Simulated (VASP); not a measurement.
```
MnS
1.0
    0.00000     2.60621     2.60621
    2.60621     0.00000     2.60621
    2.60621     2.60621     0.00000
Mn S
1 1
Direct
  0.00000   0.00000   0.00000
  0.50000   0.50000   0.50000
```
Starting moments (μB, in the order of the record's atoms Mn S): 4.5 0.1.

Level of theory: r2SCAN meta-GGA, VASP's PBE PAW potentials (set 64) (plane waves; VASP). Numerical set-up: 400 eV cut-off, 14×14×14 Γ-centred mesh, tetrahedra with Blöchl corrections, potentials Mn_pv S.

The moments were started parallel, and other spin orders were not tried in this run.

**Question.** Give the spin-up energies of bands 5 to 14 at the high-symmetry points, in eV from the Fermi level.

**Answer.** 
| band | Γ | X | U | L | W |
|---|---|---|---|---|---|
| 5 | -4.02 | -6.12 | -5.85 | -7.33 | -5.57 |
| 6 | -4.02 | -4.47 | -5.79 | -5.38 | -5.57 |
| 7 | -4.02 | -3.72 | -4.92 | -5.38 | -5.50 |
| 8 | -3.94 | -3.65 | -3.69 | -3.55 | -3.43 |
| 9 | -3.94 | -3.65 | -3.50 | -3.55 | -3.25 |
| 10 | -2.01 | -3.43 | -3.19 | -3.11 | -3.25 |
| 11 | -2.01 | -3.43 | -2.81 | 0.06 | -3.10 |
| 12 | -2.01 | -2.91 | -1.78 | 0.06 | -2.49 |
| 13 | 2.12 | 1.01 | 2.69 | 3.16 | 4.28 |
| 14 | 8.85 | 5.58 | 6.47 | 5.68 | 7.08 |

**Question.** Give the spin-down energies of bands 5 to 14 at the high-symmetry points, in eV from the Fermi level.

**Answer.** 
| band | Γ | X | U | L | W |
|---|---|---|---|---|---|
| 5 | -1.66 | -5.72 | -5.29 | -6.49 | -4.86 |
| 6 | -1.66 | -3.27 | -4.85 | -3.31 | -4.86 |
| 7 | -1.66 | -3.27 | -3.38 | -3.31 | -4.19 |
| 8 | 1.16 | -0.11 | 1.07 | 2.30 | 1.92 |
| 9 | 1.16 | 1.66 | 2.41 | 2.30 | 1.92 |
| 10 | 1.16 | 2.48 | 2.42 | 2.47 | 2.04 |
| 11 | 1.17 | 2.57 | 2.54 | 3.94 | 2.45 |
| 12 | 1.17 | 2.57 | 2.55 | 4.15 | 2.57 |
| 13 | 3.69 | 3.19 | 4.78 | 4.15 | 6.57 |
| 14 | 10.29 | 7.85 | 7.98 | 6.74 | 8.44 |

It has no gap at this level: it comes out as a metal or semimetal.

The structure was generated: MnS was put into the rock salt type (Fm-3m), which need not be its known phase. It was relaxed first.
